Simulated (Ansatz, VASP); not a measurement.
## One calculation of As2Se, two programs

```
As Se
1.0
    -3.48000    3.56986    2.71382
     3.46506   -3.54846    2.66546
     3.54671    3.61517   -2.68534
As Se
4 2
Direct
  0.83558 0.11698 0.73619
  0.38121 0.13238 0.25425
  0.87232 0.64093 0.75347
  0.88099 0.12860 0.24677
  0.49343 0.47862 0.97482
  0.22236 0.71658 0.50909
```

Change from the starting cell: kmesh displaced: [1, 1, 1] Gamma-centred.

Alike in both runs: task single point; functional PBEsol; k mesh 1 × 1 × 1; occupations gaussian, width 0.1 eV; no spin polarisation.

|  | VASP | Ansatz |
| --- | --- | --- |
| version | VASP 6.6.1 | Ansatz 0.2.0 |
| potentials or method | VASP PAW PBE potentials, release 64 (As, Se) | scalar-relativistic, plane waves, PAW |
| plane-wave cutoff (eV) | 520 | 420 |
| valence electrons in the cell | 32 | 92 |

|  | VASP | Ansatz | Ansatz less VASP |
| --- | --- | --- | --- |
| gap on the k mesh at the Fermi level (eV) | 2.95 | 2.95 | 0.000 |
| least direct gap on the mesh (eV) | 2.95 | 2.95 | 0.000 |
| pressure (GPa) | -19.3 | -19.4 | -0.07 |
| largest component of the traceless stress (GPa) | 3.88 | 3.86 | -0.014 |
| rms of the force components (eV/Å) | 0.629 | 0.624 | -0.0056 |

Atom by atom the forces differ by 0.007 eV/Å (rms over components). The functional is the same, so the differences come from potentials, cutoffs and numerics. The two sets of potentials don't hold the same shells in valence.

Caveats: the k mesh is coarse (spacing up to 1.48 Å⁻¹), so the values aren't converged; so large a pressure means that the cell lies far from this level's equilibrium, or that cutoff or potentials fall short (VASP); the potentials were made for another functional, which shifts forces and pressure (VASP); an odd mesh through Γ misses points on the zone boundary, where band edges often lie.
